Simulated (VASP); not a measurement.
OGaCl2H, 5 atoms in the cell. The cell holds a molecule in a box, 5 atoms: a = 12.000 Å, b = 13.000 Å, c = 12.000 Å, α = 90.00°, β = 90.00°, γ = 90.00°. 

| Item | Value |
| --- | --- |
| Program | VASP 6.6.1 |
| Task | single point |
| Functional | r2SCAN |
| Dispersion | D3(BJ) |
| Potentials or basis | VASP PAW PBE potentials, release 64 (O, Ga_d, Cl, H) |
| Cutoff | 520 eV |
| k mesh | 1 × 1 × 1 |
| Occupations | gaussian, width 0.01 eV |
| Spin | no spin polarisation |
| Further INCAR settings | ALGO = Normal; EDIFF = 1e-07 |

Potentials or basis: VASP PAW PBE potentials, release 64 (O, Ga_d, Cl, H).

Command:

```sh
$ cat potpaw_PBE.64/O/POTCAR potpaw_PBE.64/Ga_d/POTCAR potpaw_PBE.64/Cl/POTCAR potpaw_PBE.64/H/POTCAR > POTCAR
$ mpirun -np 1 vasp_gam > vasp.out
```

Hardware: 1 thread of Intel(R) Xeon(R) 6975P-C (Granite Rapids), with other jobs on the host.

How long does it take, and how much memory?

Run time: 20 min on 1 thread of Intel(R) Xeon(R) 6975P-C (Granite Rapids) (shared host), peak memory 1.8 GiB. Counts: scf iterations 96, k points 1.
